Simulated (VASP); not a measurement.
VASP input:

File POSCAR:
```
NiGe2
1
    5.4083080854    -2.8591641127     0.0000000000
    5.4083080854     2.8591641127     0.0000000000
    0.0000000000    -0.0000000000     5.7303682305
Ni Ge
4 8
Direct
  0.1154181022   0.1154181022   0.0000000000
  0.8845818978   0.8845818978   0.0000000000
  0.3845818978   0.3845818978   0.5000000000
  0.6154181022   0.6154181022   0.5000000000
  0.8449453520   0.1550546480   0.3427106707
  0.1550546480   0.8449453520   0.6572893293
  0.6550546480   0.3449453520   0.8427106707
  0.3449453520   0.6550546480   0.1572893293
  0.0044658158   0.4955341842   0.2500000000
  0.9955341842   0.5044658158   0.7500000000
  0.4955341842   0.0044658158   0.7500000000
  0.5044658158   0.9955341842   0.2500000000
```

**INCAR**
```
SYSTEM = NiGe2
PREC = Accurate; ENCUT = 400; LREAL = .FALSE.
LASPH = .TRUE.
EDIFF = 1E-6; NELM = 100; ALGO = Normal
LMAXMIX = 4; LMIXTAU = .TRUE.
ISMEAR = 1; SIGMA = 0.1
METAGGA = R2SCAN
IBRION = 2; NSW = 60; ISIF = 3
EDIFFG = -0.02
LWAVE = .FALSE.; LCHARG = .FALSE.
```

KPOINTS:
```
kpoints
0
gamma
 6 6 5
0 0 0
```

POTCAR, in this order: Ni Ge_d (PBE.64 set). Program: vasp_std.

### Question
Translate this r2SCAN calculation to Ansatz.

### Answer
One equivalent input (not run):
Ansatz 0.2 input:
```yaml
crystal:
  lattice:
    - [5.4083081, -2.8591641, 0.0000000]
    - [5.4083081, 2.8591641, 0.0000000]
    - [0.0000000, 0.0000000, 5.7303682]
  atoms:
    - { symbol: Ni, position: [0.1154181, 0.1154181, 0.0000000] }
    - { symbol: Ni, position: [0.8845819, 0.8845819, 0.0000000] }
    - { symbol: Ni, position: [0.3845819, 0.3845819, 0.5000000] }
    - { symbol: Ni, position: [0.6154181, 0.6154181, 0.5000000] }
    - { symbol: Ge, position: [0.8449454, 0.1550546, 0.3427107] }
    - { symbol: Ge, position: [0.1550546, 0.8449454, 0.6572893] }
    - { symbol: Ge, position: [0.6550546, 0.3449454, 0.8427107] }
    - { symbol: Ge, position: [0.3449454, 0.6550546, 0.1572893] }
    - { symbol: Ge, position: [0.0044658, 0.4955342, 0.2500000] }
    - { symbol: Ge, position: [0.9955342, 0.5044658, 0.7500000] }
    - { symbol: Ge, position: [0.4955342, 0.0044658, 0.7500000] }
    - { symbol: Ge, position: [0.5044658, 0.9955342, 0.2500000] }
kpoints:
  mp_grid: { grid: [6, 6, 5] }
hamiltonian:
  xc: r2scan
  pseudopotentials: { kind: paw }
scf:
  occupations: { method: methfessel_paxton, width: 0.1 }
  max_iter: 100
relax:
  max_steps: 60
  f_tol: 0.02
  cell: {}
output: { forces: true, stress: true, eigenvalues: true }
```
The two are equivalent in intent, not identical: each code has its own PAW files, so the cut-off isn't converted (ENCUT is set for VASP's; basis.ecutwfc is left out, and Ansatz then takes the one that its files recommend); Ansatz stops its SCF on the density residual and VASP on the energy change (EDIFF).

The structure comes from a computed database's NiGe2 entry (Cmce); how it stands against other phases isn't given here. This run relaxes it. Symmetry was kept, so distortions that lower it aren't found. The start is the result of an earlier pass.
